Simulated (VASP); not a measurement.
```
CELL_PARAMETERS angstrom
     -2.81812     2.81812     1.53760
      2.81812    -2.81812     1.53760
      2.81812     2.81812    -1.53760
ATOMIC_POSITIONS crystal
  Mg 0.75000 0.25000 0.50000
  Mg 0.00000 0.00000 0.00000
```

All values below come from PBE GGA, VASP's PBE PAW potentials (set 64) (plane waves; VASP 6.6.1). Settings: 300 eV cut-off, 10×10×10 Γ-centred mesh, Gaussian smearing of 0.050 eV, potentials Mg.

Problem. Give the stress tensor in GPa (positive for a compressed cell).

Solution. 
```
2.13  0.00  0.00
0.00  2.13  0.00
0.00  0.00  0.02
```
The pressure is its mean diagonal, 1.43 GPa.

The structure was generated: Mg was put into an ordered model structure, which need not be its known phase. The cell was not relaxed at this level.
